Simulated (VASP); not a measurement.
Output of a VASP run:

### OSZICAR
```
       N       E                     dE             d eps       ncg     rms          rms(c)
DAV:   1     0.270520498754E+03    0.27052E+03   -0.16175E+04  1748   0.143E+03
DAV:   2    -0.113147994270E+02   -0.28184E+03   -0.27777E+03  1936   0.445E+02
DAV:   3    -0.207532005543E+02   -0.94384E+01   -0.90454E+01  2180   0.794E+01
DAV:   4    -0.209346509432E+02   -0.18145E+00   -0.18050E+00  1926   0.103E+01
DAV:   5    -0.209378939797E+02   -0.32430E-02   -0.32425E-02  2010   0.151E+00    0.203E+01
DAV:   6    -0.206582180177E+02    0.27968E+00   -0.53294E-01  2072   0.687E+00    0.947E+00
DAV:   7    -0.205863964915E+02    0.71822E-01   -0.19967E-01  2078   0.463E+00    0.927E-01
DAV:   8    -0.205814048583E+02    0.49916E-02   -0.27481E-02  1838   0.130E+00    0.942E-02
DAV:   9    -0.205813796117E+02    0.25247E-04   -0.82691E-04  1912   0.248E-01    0.975E-02
DAV:  10    -0.205814233800E+02   -0.43768E-04   -0.64962E-05  1956   0.769E-02    0.493E-03
DAV:  11    -0.205814229930E+02    0.38706E-06   -0.22710E-06  1484   0.115E-02
   1 F= -.20581423E+02 E0= -.20580807E+02  d E =-.184820E-02
```

**OUTCAR**
```
------------------------ aborting loop because EDIFF is reached ----------------------------------------
  FORCE on cell =-STRESS in cart. coord.  units (eV):
  Direction    XX          YY          ZZ          XY          YZ          ZX
  --------------------------------------------------------------------------------------
  Total        0.7786484      0.7786484      0.7786484      0.0000000     -0.0000000      0.0000000
  in kB       25.6162775     25.6162775     25.6162775      0.0000000     -0.0000000      0.0000000
  external PRESSURE =      25.6162775 kB  Pullay stress =       0.0000000 kB
  volume of cell :       48.70
      direct lattice vectors                 reciprocal lattice vectors
     0.000000000  2.898469000  2.898469000    -0.172504864  0.172504864  0.172504864
     2.898469000  0.000000000  2.898469000     0.172504864 -0.172504864  0.172504864
     2.898469000  2.898469000  0.000000000     0.172504864  0.172504864 -0.172504864
 POSITION                                       TOTAL-FORCE (eV/Angst)
 -----------------------------------------------------------------------------------
      4.34770      4.34770      4.34770        -0.000000     -0.000000     -0.000000
      2.89847      2.89847      2.89847         0.000000      0.000000      0.000000
 -----------------------------------------------------------------------------------
    total drift:                                0.000000      0.000000      0.000000
  FREE ENERGIE OF THE ION-ELECTRON SYSTEM (eV)
  ---------------------------------------------------
  free  energy   TOTEN  =       -20.5814229930 eV

  energy  without entropy=      -20.5795747942  energy(sigma->0) =      -20.58080693
```
(Selected blocks of OUTCAR.)

**POSCAR**
```
W
1
    0.0000000000     2.8984690000     2.8984690000
    2.8984690000     0.0000000000     2.8984690000
    2.8984690000     2.8984690000     0.0000000000
W
2
Direct
  0.7500000000   0.7500000000   0.7500000000
  0.5000000000   0.5000000000   0.5000000000
```

Reconstruct the remaining input files.

One answer among several that fit: the input of the run itself, PBE GGA, plane waves, VASP's PBE PAW potentials (set 64).

### KPOINTS
```
Automatic mesh
0
Gamma
10 10 10
0 0 0
```

### INCAR
```
! general
SYSTEM  = W
PREC    = Accurate
ENCUT   = 400   ! plane-wave cut-off (eV)
LREAL   = .FALSE.   ! projection in real space or not
LASPH   = .TRUE.   ! aspherical one-centre terms

! electronic loop
EDIFF   = 1E-6   ! SCF stop (eV)
NELM    = 100
ALGO    = Normal   ! blocked Davidson
LMAXMIX = 6   ! l cut-off of mixed one-centre charges

! smearing
ISMEAR  = 1
SIGMA   = 0.1   ! width (eV)

! functional
GGA     = PE   ! PBE

! ions
ISIF    = 2   ! forces and stress, cell fixed

! output
LWAVE   = .FALSE.
LCHARG  = .FALSE.
```

POTCAR, in this order: W_sv (PBE.64 set). Program: vasp_std.

The structure was generated: W was put into the diamond type (Fd-3m), which need not be its known phase. The cell was not relaxed at this level.
